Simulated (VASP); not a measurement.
These are PBEsol GGA, VASP's PBE PAW potentials (set 64) (plane waves; VASP) values and carry that method's errors.

VASP input:

**POSCAR**
```
Ag(210) slab
1.0
  4.9612598132   0.0000000000   0.0000000000
  3.3075062120   3.6979042813   0.0000000000
  0.0000000000   0.0000000000  23.9144016451
Ag
10
Cartesian
  5.3746979164   2.4036377828   7.8811106342
  7.8553277239   3.5130090672   8.7869164253
  2.0671915063   0.9244760703   9.6926983020
  4.5478213139   2.0338473547  10.5985040931
  7.0284511214   3.1432186391  11.5043098842
  1.2403149038   0.5546856422  12.4100917609
  3.7209447113   1.6640569266  13.3158975520
  6.2015745189   2.7734282110  14.2217033431
  0.4134383013   0.1848952141  15.1274852198
  2.8940681088   1.2942664985  16.0332910109
```

### KPOINTS
```
Automatic mesh
0
Gamma
8 8 1
0 0 0
```

### INCAR
```
! general
SYSTEM  = Ag(210) slab
PREC    = Normal
ENCUT   = 400   ! plane-wave cut-off (eV)
LREAL   = .False.
LASPH   = .True.   ! aspherical one-centre terms

! electronic loop
EDIFF   = 1E-5   ! SCF stop (eV)
NELM    = 100   ! most electronic steps
NELMIN  = 4
ALGO    = Normal
LMAXMIX = 4

! smearing
ISMEAR  = 1   ! Methfessel-Paxton
SIGMA   = 0.1

! functional
GGA     = PS   ! PBEsol

! ions
IBRION  = 2
NSW     = 50
ISIF    = 2   ! forces and stress, cell fixed
EDIFFG  = -0.03

! output
LWAVE   = .True.
LCHARG  = .False.

! other
LDIPOL  = .True.
IDIPOL  = 3
DIPOL   = 0.5 0.5 0.5
```

POTCAR, in this order: Ag (PBE.64 set). Program: vasp_std.

Problem. Estimate the energy per atom (σ→0), band gap (on the k-mesh).

Solution. 
```json
{
  "energy per atom (σ→0)": "-3.029 eV/atom",
  "band gap (on the k-mesh)": "none (metal, semimetal or under 0.01 eV)"
}
```

OSZICAR:
```
...
   9 F= -.30291543E+02 E0= -.30290751E+02  d E =-.733342E-03
       N       E                     dE             d eps       ncg     rms          rms(c)
DAV:   1    -0.302910085392E+02    0.53526E-03   -0.16097E+00  2772   0.449E+00    0.825E-02
DAV:   2    -0.302919100862E+02   -0.90155E-03   -0.92904E-03  2900   0.541E-01    0.552E-02
DAV:   3    -0.302918797214E+02    0.30365E-04   -0.19490E-04  3060   0.947E-02    0.396E-02
DAV:   4    -0.302918613540E+02    0.18367E-04   -0.91609E-05  2880   0.437E-02    0.608E-03
DAV:   5    -0.302918603512E+02    0.10028E-05   -0.30963E-06  1640   0.969E-03
  10 F= -.30291860E+02 E0= -.30291122E+02  d E =-.105031E-02
```

The cell is a thin slab with vacuum, built from Ag (fcc): (210) face.
